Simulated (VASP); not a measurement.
Output of a VASP run:

### OUTCAR
```
 ion  position               nearest neighbor table
   1  0.000  0.000  0.000-   2 2.85   3 2.85   4 2.85   2 2.85   3 2.85   3 2.85   4 2.85   3 2.85
                             2 2.85   4 2.85   2 2.85   4 2.85
   2  0.500  0.000  0.500-   1 2.85   3 2.85   4 2.85   1 2.85   4 2.85   3 2.85   4 2.85   4 2.85
                             1 2.85   3 2.85   1 2.85   3 2.85
   3  0.000  0.500  0.500-   1 2.85   2 2.85   4 2.85   1 2.85   4 2.85   1 2.85   2 2.85   1 2.85
                             2 2.85   4 2.85   4 2.85   2 2.85
   4  0.500  0.500  0.000-   1 2.85   2 2.85   3 2.85   2 2.85   3 2.85   1 2.85   2 2.85   2 2.85
                             1 2.85   3 2.85   3 2.85   1 2.85
  LATTYP: Found a simple cubic cell.
 ALAT       =     4.0334884858
 Subroutine PRICEL returns:
 Original cell was already a primitive cell.
 Subroutine GETGRP returns: Found 48 space group operations
The static configuration has the point symmetry O_h .
The dynamic configuration has the point symmetry O_h .
 Subroutine INISYM returns: Found 48 space group operations
 Subroutine IBZKPT returns following result:
 Found     56 irreducible k-points:

 Following reciprocal coordinates:
            Coordinates               Weight
  0.000000  0.000000  0.000000      1.000000
  0.100000  0.000000  0.000000      6.000000
  0.200000  0.000000  0.000000      6.000000
  0.300000  0.000000  0.000000      6.000000
  0.400000  0.000000  0.000000      6.000000
  0.500000  0.000000  0.000000      3.000000
  0.100000  0.100000  0.000000     12.000000
  0.200000  0.100000  0.000000     24.000000
  0.300000  0.100000  0.000000     24.000000
  0.400000  0.100000  0.000000     24.000000
  0.500000  0.100000  0.000000     12.000000
  0.200000  0.200000  0.000000     12.000000
  0.300000  0.200000  0.000000     24.000000
  0.400000  0.200000  0.000000     24.000000
  0.500000  0.200000  0.000000     12.000000
  0.300000  0.300000  0.000000     12.000000
  0.400000  0.300000  0.000000     24.000000
  0.500000  0.300000  0.000000     12.000000
  0.400000  0.400000  0.000000     12.000000
  0.500000  0.400000  0.000000     12.000000
  0.500000  0.500000  0.000000      3.000000
  0.100000  0.100000  0.100000      8.000000
  0.200000  0.100000  0.100000     24.000000
  0.300000  0.100000  0.100000     24.000000
  0.400000  0.100000  0.100000     24.000000
  0.500000  0.100000  0.100000     12.000000
  0.200000  0.200000  0.100000     24.000000
  0.300000  0.200000  0.100000     48.000000
  0.400000  0.200000  0.100000     48.000000
  0.500000  0.200000  0.100000     24.000000
  0.300000  0.300000  0.100000     24.000000
  0.400000  0.300000  0.100000     48.000000
  0.500000  0.300000  0.100000     24.000000
  0.400000  0.400000  0.100000     24.000000
  0.500000  0.400000  0.100000     24.000000
  0.500000  0.500000  0.100000      6.000000
  0.200000  0.200000  0.200000      8.000000
  0.300000  0.200000  0.200000     24.000000
  0.400000  0.200000  0.200000     24.000000
  0.500000  0.200000  0.200000     12.000000
   k-points           NKPTS =     56   k-points in BZ     NKDIM =     56   number of bands    NBANDS=     14
   number of dos      NEDOS =    601   number of ions     NIONS =      4
   total plane-waves  NPLWV =  21952
   dimension x,y,z NGX =    28 NGY =   28 NGZ =   28
   dimension x,y,z NGXF=    56 NGYF=   56 NGZF=   56
   ions per type =               1   3
   PREC   = accura    normal or accurate (medium, high low for compatibility)
   ISTART =      0    job   : 0-new  1-cont  2-samecut
   ICHARG =      2    charge: 1-file 2-atom 10-const
   ISPIN  =      1    spin polarized calculation?
   LNONCOLLINEAR =      F non collinear calculations
   LSORBIT =      F    spin-orbit coupling
   INIWAV =      1    electr: 0-lowe 1-rand  2-diag
   ENCUT  =  400.0 eV  29.40 Ry    5.42 a.u.   6.58  6.58  6.58*2*pi/ulx,y,z
   NELM   =    100;   NELMIN=  2; NELMDL= -5     # of ELM steps
   EDIFF  = 0.1E-06   stopping-criterion for ELM
   LREAL  =      F    real-space projection
   NLSPLINE    = F    spline interpolate recip. space projectors
...
```

### OSZICAR
```
       N       E                     dE             d eps       ncg     rms          rms(c)
DAV:   1     0.100085266670E+03    0.10009E+03   -0.73170E+03  1584   0.107E+03
DAV:   2    -0.153850123601E+02   -0.11547E+03   -0.11382E+03  1708   0.353E+02
DAV:   3    -0.221691404502E+02   -0.67841E+01   -0.66206E+01  2514   0.671E+01
DAV:   4    -0.222679204511E+02   -0.98780E-01   -0.98049E-01  2254   0.775E+00
DAV:   5    -0.222695323482E+02   -0.16119E-02   -0.15614E-02  2232   0.990E-01    0.966E+00
DAV:   6    -0.213765820350E+02    0.89295E+00   -0.45347E+00  2626   0.268E+01    0.347E+00
DAV:   7    -0.213179810301E+02    0.58601E-01   -0.97557E-02  2180   0.299E+00    0.202E+00
DAV:   8    -0.212912156134E+02    0.26765E-01   -0.39859E-02  2544   0.174E+00    0.234E-01
DAV:   9    -0.212907899134E+02    0.42570E-03   -0.30779E-03  2042   0.648E-01    0.135E-01
DAV:  10    -0.212906983467E+02    0.91567E-04   -0.23763E-04  2568   0.188E-01    0.609E-02
DAV:  11    -0.212907147149E+02   -0.16368E-04   -0.26742E-05  1968   0.357E-02    0.365E-02
DAV:  12    -0.212907032104E+02    0.11504E-04   -0.22566E-05  2622   0.588E-02    0.370E-03
DAV:  13    -0.212907056832E+02   -0.24728E-05   -0.69877E-07  1964   0.108E-02    0.939E-04
DAV:  14    -0.212907046267E+02    0.10566E-05   -0.78155E-08  1288   0.383E-03    0.341E-04
DAV:  15    -0.212907046451E+02   -0.18401E-07   -0.13800E-08  1060   0.156E-03
   1 F= -.21290705E+02 E0= -.21290705E+02  d E =0.000000E+00
```

File OUTCAR:
```
------------------------ aborting loop because EDIFF is reached ----------------------------------------
  FORCE on cell =-STRESS in cart. coord.  units (eV):
  Direction    XX          YY          ZZ          XY          YZ          ZX
  --------------------------------------------------------------------------------------
  Total       -0.0088669     -0.0088669     -0.0088669      0.0000000      0.0000000     -0.0000000
  in kB       -0.2164904     -0.2164904     -0.2164904      0.0000000      0.0000000     -0.0000000
  external PRESSURE =      -0.2164904 kB  Pullay stress =       0.0000000 kB
  volume of cell :       65.62
      direct lattice vectors                 reciprocal lattice vectors
     4.033488486  0.000000000  0.000000000     0.247924347  0.000000000  0.000000000
     0.000000000  4.033488486  0.000000000     0.000000000  0.247924347  0.000000000
     0.000000000  0.000000000  4.033488486     0.000000000  0.000000000  0.247924347
 POSITION                                       TOTAL-FORCE (eV/Angst)
 -----------------------------------------------------------------------------------
      0.00000      0.00000      0.00000         0.000000      0.000000      0.000000
      2.01674      0.00000      2.01674         0.000000      0.000000      0.000000
      0.00000      2.01674      2.01674         0.000000      0.000000      0.000000
      2.01674      2.01674      0.00000         0.000000      0.000000      0.000000
 -----------------------------------------------------------------------------------
    total drift:                               -0.000000     -0.000000     -0.000000
  FREE ENERGIE OF THE ION-ELECTRON SYSTEM (eV)
  ---------------------------------------------------
  free  energy   TOTEN  =       -21.2907046451 eV

  energy  without entropy=      -21.2907046451  energy(sigma->0) =      -21.29070465

 total charge

# of ion       s       p       d       tot
------------------------------------------
    1        2.194   6.153   1.376   9.723
    2        0.428   0.401   0.000   0.830
    3        0.428   0.401   0.000   0.830
    4        0.428   0.401   0.000   0.830
--------------------------------------------------
tot          3.478   7.357   1.376  12.211
```
(Selected blocks of OUTCAR.)

**POSCAR**
```
ScAl3
1
    4.0334884858     0.0000000000     0.0000000000
    0.0000000000     4.0334884858     0.0000000000
    0.0000000000     0.0000000000     4.0334884858
Sc Al
1 3
Direct
  0.0000000000   0.0000000000   0.0000000000
  0.5000000000   0.0000000000   0.5000000000
  0.0000000000   0.5000000000   0.5000000000
  0.5000000000   0.5000000000   0.0000000000
```

Question: Write an INCAR and KPOINTS that could have produced this output.

Answer: Several could match; the one computed here: the input of the run itself, LDA (Ceperley-Alder, Perdew-Zunger), plane waves, VASP's LDA PAW potentials (set 64).

### INCAR
```
SYSTEM=ScAl3
PREC=Accurate; ENCUT=400; LREAL=F
LASPH=T
EDIFF=1E-7; NELM=100; ALGO=Normal
LMAXMIX=4
ISMEAR=-5
ISIF=2
LWAVE=F; LCHARG=T; LORBIT=11
NEDOS=601
```

KPOINTS:
```
Automatic
0
Gamma
10 10 10
0 0 0
```

POTCAR, in this order: Sc_sv Al (LDA.64 set). Program: vasp_std.

For a metal the tetrahedron method with Blöchl corrections gives inexact stress and forces.

The structure comes from a computed database's ScAl3 entry (Pm-3m); how it stands against other phases isn't given here. It was relaxed first.
